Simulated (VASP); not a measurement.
Crystal: Si3N4.

```xyz
14
Lattice="7.6044 0.0000 0.0000 -3.8022 6.5856 0.0000 0.0000 0.0000 2.9063" Properties=species:S:1:pos:R:3 pbc="T T T"
Si    5.1801    1.1496    0.7266
Si    1.5945    5.0609    2.1797
Si    4.0188    3.9113    0.7266
Si   -1.3779    5.4360    2.1797
Si    2.2077    1.5247    0.7266
Si   -0.2166    2.6743    2.1797
N    -1.0237    2.1748    0.7266
N     5.2091    0.2009    2.1797
N     2.4306    4.6116    0.7266
N     4.8259    4.4108    2.1797
N    -1.4069    6.3847    0.7266
N     1.3716    1.9740    2.1797
N     3.8022    2.1952    0.7266
N     0.0000    4.3904    2.1797
```

```yaml
Program: VASP 6.6.1
Task: relaxation of cell and atoms
Functional: PBE
Potentials_or_basis: VASP PAW PBE potentials, release 64 (Si, N)
Cutoff: 600 eV
k_mesh: 6 × 6 × 9
Occupations: gaussian, width 0.03 eV
Spin: no spin polarisation
```

At the start: pressure 5.2 GPa; volume 10.40 Å³/atom.

Task: Where does the relaxation end?

Result: Over 12 steps the energy falls by 3.5 meV/atom and the volume is 10.61 Å³/atom (+2.1 %); space group P6_3/m (No. 176, to 0.05 Å).

Step by step:
```
step  energy change (eV)  largest force (eV/Å)  pressure (GPa)  volume (Å³)
   1              0.0000                0.0493            5.19       145.55
   2              0.0367                0.0887           -6.33       152.75
   3             -0.0483                0.0290           -0.03       148.59
   4             -0.0483                0.0284            0.08       148.53
   5             -0.0485                0.0366            0.06       148.55
   6             -0.0485                0.0249            0.07       148.55
   7             -0.0486                0.0167           -0.07       148.63
   8             -0.0486                0.0113           -0.03       148.61
   9             -0.0487                0.0114           -0.01       148.60
  10             -0.0487                0.0141            0.04       148.58
  11             -0.0487                0.0104            0.03       148.59
  12             -0.0487                0.0087            0.00       148.61
```

Final structure:
```
Si N
1.0
     7.65937    0.00000    0.00000
    -3.82969    6.63321    0.00000
     0.00000    0.00000    2.92503
Si N
6 8
Direct
  0.76880 0.17487 0.25000
  0.59393 0.76880 0.75000
  0.82513 0.59393 0.25000
  0.23120 0.82513 0.75000
  0.40607 0.23120 0.25000
  0.17487 0.40607 0.75000
  0.03073 0.32988 0.25000
  0.70085 0.03073 0.75000
  0.67012 0.70085 0.25000
  0.96927 0.67012 0.75000
  0.29915 0.96927 0.25000
  0.32988 0.29915 0.75000
  0.66667 0.33333 0.25000
  0.33333 0.66667 0.75000
```
